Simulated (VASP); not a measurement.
Given:

```xyz
2
Lattice="0.0000 3.1889 3.2642 3.1683 0.0000 3.2642 3.1683 3.1889 0.0000" Properties=species:S:1:pos:R:3 pbc="T T T"
Hg     0.0000     0.0000     0.0000
Te     1.6373     1.5944     1.6321
```

Calculation: PBE GGA, VASP's PBE PAW potentials (set 64) (plane waves; VASP). Numerical set-up: LASPH = .FALSE., 400 eV cut-off, 7×7×7 Γ-centred mesh, Gaussian smearing of 0.050 eV, potentials Hg Te.

Unless said otherwise, spin-orbit coupling is left out, though it shifts the bands of the heavy elements here.

### Question
What does the run give for the energy per atom (σ→0), pressure, largest force, band gap (on the k-mesh) with the smallest direct gap where there is one?

### Answer

```yaml
band gap (on the k-mesh): 0.03 eV
smallest direct gap (on the k-mesh): 0.03 eV
energy per atom (σ→0): -170.2 kJ/mol of atoms
pressure: 5.08 GPa
largest_force: 0.232 eV/Å
```

Total energies compare only between runs with the same potentials, cut-off and functional.

The compound is HgTe in the zinc blende structure. The cell was not relaxed at this level, atoms are displaced from their ideal sites. The run is one of a series of settings (LASPH = .FALSE. against the base run), some of them coarse on purpose.
